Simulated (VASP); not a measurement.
All values below come from PBE GGA with D3 dispersion (zero damping), VASP's PBE PAW potentials (set 64) (plane waves; VASP).

The input files of a VASP run:

### KPOINTS
```
Automatic
0
G
5 5 5
```

POSCAR:
```
CsI
1
    4.6705561252    -0.0000000000    -0.0000000000
    0.0000000000     4.6705561252     0.0000000000
    0.0000000000     0.0000000000     4.6705561252
Cs I
1 1
Direct
  0.0000000000   0.0000000000   0.0000000000
  0.5000000000   0.5000000000   0.5000000000
```

**INCAR**
```
ALGO  =  Normal
EDIFF  =  1E-6
EDIFFG  =  -0.01
ENCUT  =  520
GGA  =  PE
IBRION  =  2
ISIF  =  3
ISMEAR  =  0
IVDW  =  11
LASPH  =  .TRUE.
LCHARG  =  .FALSE.
LMAXMIX  =  4
LREAL  =  .FALSE.
LWAVE  =  .FALSE.
NELM  =  100
NSW  =  60
PREC  =  Accurate
SIGMA  =  0.05
SYSTEM  =  CsI
```

POTCAR, in this order: Cs_sv I (PBE.64 set). Program: vasp_std.

Problem. What does the run give for the energy per atom (σ→0), dispersion energy?

Solution. 
```yaml
energy per atom (σ→0): -2.967 eV/atom
dispersion_energy: -0.491 eV
```

File OSZICAR:
```
...
DAV:   6    -0.546646162281E+01    0.13098E+00   -0.17630E-01   260   0.193E+00    0.119E+00
DAV:   7    -0.543838015560E+01    0.28081E-01   -0.14808E-01   276   0.183E+00    0.607E-01
DAV:   8    -0.544211206654E+01   -0.37319E-02   -0.10651E-02   276   0.670E-01    0.710E-02
DAV:   9    -0.544255060726E+01   -0.43854E-03   -0.12354E-03   284   0.222E-01    0.797E-02
DAV:  10    -0.544263137352E+01   -0.80766E-04   -0.11471E-04   276   0.808E-02    0.132E-02
DAV:  11    -0.544262877508E+01    0.25984E-05   -0.31033E-05   296   0.277E-02    0.531E-03
DAV:  12    -0.544262962840E+01   -0.85332E-06   -0.38547E-06   272   0.142E-02
   1 F= -.59335938E+01 E0= -.59335938E+01  d E =-.593359E+01
```

The compound is CsI in the CsCl type structure. It was relaxed first, which changed the volume by +7 %. The start is the result of an earlier pass.
